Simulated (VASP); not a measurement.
# XPS shifts in Ta3Re7, part 3 of 5

Aim: how the core levels of Ta3Re7 differ from atom to atom, with and without the screening of the hole.

VASP 6.6.1, plane waves and PAW; the level of theory is named at each step.

So far. Step 2 (Relaxation): The forces on the free atoms are under 0.05 eV/Å, while the fixed ones keep up to 0.096 eV/Å.

### 3. Initial state

Level of this step: PBEsol; plane waves and PAW (Ta_pv, Re) (VASP).

The cell without a hole gives, with ICORELEVEL = 1, the Kohn-Sham core levels of the initial state.

Input file INCAR:

```
SYSTEM = Ta3Re7
PREC = Normal
ENCUT = 330
EDIFF = 1E-05
NELM = 120
ISMEAR = 0
SIGMA = 0.1
LREAL = Auto
ALGO = Fast
GGA = PS
NBANDS = 102
LASPH = .TRUE.
LORBIT = 11
LWAVE = .FALSE.
LCHARG = .FALSE.
KPAR = 2
NCORE = 4
ICORELEVEL = 1
ISIF = 0
LVHAR = .TRUE.
```

Input file POSCAR:

```
Ta3Re7
1.0
    5.5400000000      0.0000000000      0.0000000000
    2.7700000000      4.7977807370      0.0000000000
    0.0000000000      0.0000000000     22.9600000000
Ta Re
6 14
Direct
    0.9997636004      0.9997636004      0.6987691955
    0.5004727992      0.9997636004      0.6987691955
    0.9997636004      0.5004727992      0.6987691955
    0.9997636004      0.9997636004      0.3012308045
    0.5004727992      0.9997636004      0.3012308045
    0.9997636004      0.5004727992      0.3012308045
    0.5000000000      0.5000000000      0.6925717406
    0.8349363453      0.3325318269      0.5941365384
    0.3325318269      0.3325318269      0.5941365384
    0.8333333330      0.8333333330      0.5956696891
    0.3325318269      0.8349363453      0.5941365384
    0.0000000000      0.0000000000      0.5000000000
    0.5000000000      0.0000000000      0.5000000000
    0.0000000000      0.5000000000      0.5000000000
    0.5000000000      0.5000000000      0.5000000000
    0.8349363453      0.3325318269      0.4058634616
    0.3325318269      0.3325318269      0.4058634616
    0.8333333330      0.8333333330      0.4043303109
    0.3325318269      0.8349363453      0.4058634616
    0.5000000000      0.5000000000      0.3074282594
```

Input file KPOINTS:

```
Automatic mesh
0
Gamma
4 4 1
0 0 0
```

PAW data sets: Ta_pv and Re (PBE family, release 64).

Command:

```
$ mpirun -np 8 vasp_std
```

What it wrote:

```text
[banner, memory and clock lines left out]
running    8 mpi-ranks, on    1 nodes
 distrk:  each k-point on    4 cores,    2 groups
 distr:  one band on    4 cores,    1 groups

 POSCAR found type information on POSCAR TaRe
 POSCAR found :  2 types and      20 ions
 [... a notice as in an earlier step ...]

 LDA part: xc-table for (Slater+PW92), standard interpolation
 POSCAR, INCAR and KPOINTS ok, starting setup
 FFT: planning ... GRIDC
 FFT: planning ... GRID_SOFT
 FFT: planning ... GRID
 WAVECAR not read
 entering main loop
       N       E                     dE             d eps       ncg     rms          rms(c)
DAV:   1     0.188482995043E+04    0.18848E+04   -0.55133E+04  1328   0.134E+03
DAV:   2     0.510837757724E+02   -0.18337E+04   -0.17060E+04  1496   0.149E+03
DAV:   3    -0.219424623266E+03   -0.27051E+03   -0.25377E+03  1496   0.467E+02
DAV:   4    -0.253814620190E+03   -0.34390E+02   -0.31175E+02  1344   0.180E+02
DAV:   5    -0.265208997304E+03   -0.11394E+02   -0.10554E+02  1568   0.401E+01    0.120E+02
RMM:   6    -0.255295682260E+03    0.99133E+01   -0.20988E+01  1176   0.304E+01    0.496E+01
RMM:   7    -0.279087758396E+03   -0.23792E+02   -0.72356E+01  1453   0.493E+01    0.223E+01
RMM:   8    -0.251225314687E+03    0.27862E+02   -0.13382E+01  1184   0.325E+01    0.520E+00
RMM:   9    -0.251615541541E+03   -0.39023E+00   -0.85078E+00  1320   0.108E+01    0.401E+00
RMM:  10    -0.251685944060E+03   -0.70403E-01   -0.25794E+00  1424   0.516E+00    0.207E+00
RMM:  11    -0.251740772833E+03   -0.54829E-01   -0.92361E-01  1418   0.313E+00    0.138E+00
RMM:  12    -0.251794856893E+03   -0.54084E-01   -0.65013E-01  1496   0.157E+00    0.913E-01
RMM:  13    -0.251828685707E+03   -0.33829E-01   -0.34532E-01  1499   0.116E+00    0.490E-01
RMM:  14    -0.251849533574E+03   -0.20848E-01   -0.24895E-01  1473   0.899E-01    0.202E-01
RMM:  15    -0.251864414485E+03   -0.14881E-01   -0.15260E-01  1491   0.626E-01    0.211E-01
RMM:  16    -0.251875055403E+03   -0.10641E-01   -0.10886E-01  1475   0.458E-01    0.990E-02
RMM:  17    -0.251881327678E+03   -0.62723E-02   -0.65036E-02  1429   0.321E-01    0.723E-02
RMM:  18    -0.251885897056E+03   -0.45694E-02   -0.47897E-02  1366   0.280E-01    0.385E-02
RMM:  19    -0.251888942804E+03   -0.30457E-02   -0.29601E-02  1392   0.208E-01    0.215E-02
RMM:  20    -0.251891212448E+03   -0.22696E-02   -0.21892E-02  1273   0.164E-01    0.255E-02
RMM:  21    -0.251892814172E+03   -0.16017E-02   -0.13766E-02  1109   0.166E-01    0.528E-02
RMM:  22    -0.251893916162E+03   -0.11020E-02   -0.10516E-02  1121   0.164E-01    0.552E-02
RMM:  23    -0.251894670194E+03   -0.75403E-03   -0.70437E-03  1081   0.139E-01    0.348E-02
RMM:  24    -0.251895293666E+03   -0.62347E-03   -0.51920E-03  1032   0.144E-01    0.498E-02
RMM:  25    -0.251895693606E+03   -0.39994E-03   -0.35534E-03  1050   0.127E-01    0.802E-03
RMM:  26    -0.251895996954E+03   -0.30335E-03   -0.26450E-03  1009   0.114E-01    0.232E-02
RMM:  27    -0.251896207915E+03   -0.21096E-03   -0.17981E-03   939   0.111E-01    0.113E-02
RMM:  28    -0.251896357460E+03   -0.14955E-03   -0.13443E-03   903   0.122E-01    0.132E-02
RMM:  29    -0.251896457299E+03   -0.99839E-04   -0.93872E-04   907   0.114E-01    0.777E-03
RMM:  30    -0.251896531897E+03   -0.74598E-04   -0.69513E-04   851   0.995E-02    0.925E-03
RMM:  31    -0.251896581047E+03   -0.49151E-04   -0.47419E-04   832   0.106E-01    0.101E-02
RMM:  32    -0.251896622424E+03   -0.41377E-04   -0.37118E-04   834   0.117E-01    0.725E-03
RMM:  33    -0.251896649061E+03   -0.26638E-04   -0.26113E-04   821   0.113E-01    0.677E-03
RMM:  34    -0.251896672193E+03   -0.23131E-04   -0.19136E-04   794   0.109E-01    0.590E-03
RMM:  35    -0.251896689477E+03   -0.17284E-04   -0.13496E-04   767   0.108E-01    0.109E-02
RMM:  36    -0.251896700606E+03   -0.11129E-04   -0.95656E-05   735   0.105E-01    0.776E-03
RMM:  37    -0.251896708846E+03   -0.82403E-05   -0.73717E-05   758   0.114E-01
   1 F= -.25189671E+03 E0= -.25182359E+03  d E =-.146243E+00
```

Run time: 66 s. Hardware: 8 MPI ranks of Intel Xeon Platinum 8259CL at 2.50GHz (Skylake/Cascade Lake), shared host; peak memory 1.5 GiB; 7 min of CPU time.

From OUTCAR (step 3):

```text
 Found      4 irreducible k-points:

   NELECT =     164.0000    total number of electrons

 the core state eigenenergies are
   1-  1s -67336.2137  2s -11561.9438  2p -10129.1229  3s  -2643.4763  3p  -2217.5188
       3d  -1721.2506  4s   -533.5423  4p   -393.8601  4d   -215.2507  4f    -17.8907
       5s    -66.1055
   2-  1s -67336.2137  2s -11561.9438  2p -10129.1229  3s  -2643.4763  3p  -2217.5188
       3d  -1721.2506  4s   -533.5423  4p   -393.8601  4d   -215.2507  4f    -17.8907
       5s    -66.1055
   3-  1s -67336.2137  2s -11561.9438  2p -10129.1229  3s  -2643.4763  3p  -2217.5188
       3d  -1721.2506  4s   -533.5423  4p   -393.8601  4d   -215.2507  4f    -17.8907
       5s    -66.1055
   4-  1s -67336.2137  2s -11561.9438  2p -10129.1229  3s  -2643.4763  3p  -2217.5188
       3d  -1721.2506  4s   -533.5423  4p   -393.8601  4d   -215.2507  4f    -17.8907
       5s    -66.1055
   5-  1s -67336.2137  2s -11561.9438  2p -10129.1229  3s  -2643.4763  3p  -2217.5188
       3d  -1721.2506  4s   -533.5423  4p   -393.8601  4d   -215.2507  4f    -17.8907
       5s    -66.1055
   6-  1s -67336.2137  2s -11561.9438  2p -10129.1229  3s  -2643.4763  3p  -2217.5188
       3d  -1721.2506  4s   -533.5423  4p   -393.8601  4d   -215.2507  4f    -17.8907
       5s    -66.1055
   7-  1s -71628.5785  2s -12411.7955  2p -10828.0924  3s  -2868.5064  3p  -2401.7477
       3d  -1873.4936  4s   -593.2846  4p   -440.2305  4d   -248.4221  4f    -35.5229
       5s    -78.2486  5p    -40.0745
   8-  1s -71628.8357  2s -12412.0970  2p -10828.3908  3s  -2868.8143  3p  -2402.0553
       3d  -1873.8031  4s   -593.6001  4p   -440.5471  4d   -248.7411  4f    -35.8454
       5s    -78.5846  5p    -40.4033
   9-  1s -71628.8357  2s -12412.0970  2p -10828.3908  3s  -2868.8143  3p  -2402.0553
       3d  -1873.8031  4s   -593.6001  4p   -440.5471  4d   -248.7411  4f    -35.8454
       5s    -78.5846  5p    -40.4033
  10-  1s -71628.7943  2s -12412.0540  2p -10828.3480  3s  -2868.7697  3p  -2402.0107
       3d  -1873.7587  4s   -593.5531  4p   -440.4999  4d   -248.6936  4f    -35.7971
       5s    -78.5313  5p    -40.3473
  11-  1s -71628.8357  2s -12412.0970  2p -10828.3908  3s  -2868.8143  3p  -2402.0553
       3d  -1873.8031  4s   -593.6001  4p   -440.5471  4d   -248.7411  4f    -35.8454
       5s    -78.5846  5p    -40.4033
  12-  1s -71628.5439  2s -12411.8114  2p -10828.1043  3s  -2868.5426  3p  -2401.7837
       3d  -1873.5295  4s   -593.3493  4p   -440.2985  4d   -248.4949  4f    -35.6069
       5s    -78.3900  5p    -40.2370
  13-  1s -71628.5439  2s -12411.8114  2p -10828.1043  3s  -2868.5426  3p  -2401.7837
       3d  -1873.5295  4s   -593.3493  4p   -440.2985  4d   -248.4949  4f    -35.6069
       5s    -78.3900  5p    -40.2370
[...]
3d  -1873.4936  4s   -593.2846  4p   -440.2305  4d   -248.4221  4f    -35.5229
       5s    -78.2486  5p    -40.0745

 E-fermi :   1.2254

 k-point     1 :       0.0000    0.0000    0.0000
  band No.  band energies     occupation
    ...
     72       0.9457      1.99992
     73       1.1218      1.85682
     74       1.2037      1.24028
     75       1.2037      1.24028
     76       1.2422      0.81238
     77       1.3147      0.20640
     78       1.3199      0.18131
     79       1.3199      0.18131
     80       1.5151      0.00004
     81       1.5151      0.00004
    ...

 k-point     2 :       0.2500    0.0000    0.0000
  band No.  band energies     occupation
    ...
     77       0.9871      1.99925
     78       1.0751      1.96638
     79       1.1512      1.70596
     80       1.1818      1.46189
     81       1.2618      0.60617
     82       1.3066      0.25073
     83       1.3441      0.09317
     84       1.7978      0.00000
     85       1.9509      0.00000
     86       1.9571      0.00000
    ...

 POSITION                                       TOTAL-FORCE (eV/Angst)
 -----------------------------------------------------------------------------------
      8.30804      4.79665     16.04374        -0.011717     -0.006765      0.013145
      5.54196      4.79665     16.04374         0.011717     -0.006765      0.013145
      6.92500      2.40116     16.04374        -0.000000      0.013530      0.013145
      8.30804      4.79665      6.91626        -0.011717     -0.006765     -0.013145
      5.54196      4.79665      6.91626         0.011717     -0.006765     -0.013145
      6.92500      2.40116      6.91626        -0.000000      0.013530     -0.013145
      4.15500      2.39889     15.90145        -0.000000     -0.000000      0.023032
      5.54666      1.59541     13.64137         0.012952     -0.007478      0.004322
      2.76334      1.59541     13.64137        -0.012952     -0.007478      0.004322
      6.92500      3.99815     13.67658        -0.000000     -0.000000      0.015999
      4.15500      4.00584     13.64137        -0.000000      0.014956      0.004322
      0.00000      0.00000     11.48000        -0.084902     -0.049018     -0.000000
      2.77000      0.00000     11.48000         0.084902     -0.049018     -0.000000
      1.38500      2.39889     11.48000        -0.000000      0.098037     -0.000000
      4.15500      2.39889     11.48000        -0.000000     -0.000000     -0.000000
      5.54666      1.59541      9.31863         0.012952     -0.007478     -0.004322
      2.76334      1.59541      9.31863        -0.012952     -0.007478     -0.004322
      6.92500      3.99815      9.28342        -0.000000     -0.000000     -0.015999
      4.15500      4.00584      9.31863        -0.000000      0.014956     -0.004322
      4.15500      2.39889      7.05855        -0.000000     -0.000000     -0.023032
 -----------------------------------------------------------------------------------
    total drift:                               -0.000000     -0.000000     -0.000000

  FREE ENERGIE OF THE ION-ELECTRON SYSTEM (eV)
  ---------------------------------------------------
  free  energy   TOTEN  =      -251.8967088460 eV

  energy  without entropy=     -251.7504655133  energy(sigma->0) =     -251.82358718

 total charge
# of ion       s       p       d       tot
------------------------------------------
    1        0.400   6.143   2.428   8.971
    2        0.400   6.143   2.428   8.971
    3        0.400   6.143   2.428   8.971
    4        0.400   6.143   2.428   8.971
    5        0.400   6.143   2.428   8.971
    6        0.400   6.143   2.428   8.971
    7        0.646   0.471   4.891   6.008
    8        0.627   0.673   4.848   6.148
    9        0.627   0.673   4.848   6.148
   10        0.625   0.668   4.840   6.134
   11        0.627   0.673   4.848   6.148
   12        0.631   0.684   4.929   6.244
   13        0.631   0.684   4.929   6.244
   14        0.631   0.684   4.929   6.244
   15        0.631   0.695   4.913   6.240
   16        0.627   0.673   4.848   6.148
   17        0.627   0.673   4.848   6.148
   18        0.625   0.668   4.840   6.134
   19        0.627   0.673   4.848   6.148
   20        0.646   0.471   4.891   6.008
--------------------------------------------------
tot         11.228  45.923  82.821 139.972

[... 8 parts as in an earlier step ...]

[... 3 further parts left out ...]
```

These are scalar-relativistic Kohn-Sham levels of the ground state, with no core hole, so they are not binding energies.

The two shallowest core shells; atoms whose shallowest level rounds to another's at 0.01 eV are left out. Core levels, by row:

```
atom  shell  level below the Fermi level (eV)
 Ta1     5s                             67.33
 Ta1     4f                             19.12
 Re7     5p                              41.3
 Re7     4f                             36.75
 Re8     5p                             41.63
 Re8     4f                             37.07
Re10     5p                             41.57
Re10     4f                             37.02
Re12     5p                             41.46
Re12     4f                             36.83
Re15     5p                             41.53
Re15     4f                             36.92
```

(Part 3 of 5 ends here.)

[Lines on the potential files, build, host, timing and source positions are cut from VASP's logs without a mark.]

[Logs are printed without paths, hosts, clocks, repeated set-up lines and the standing remarks that a program may print on its own settings, such as how far it seeks lower states.]

[Hosts, paths, dates, database ids (printed as entryN), source tags and the programs' standing remarks are cut or masked in the printed files.]
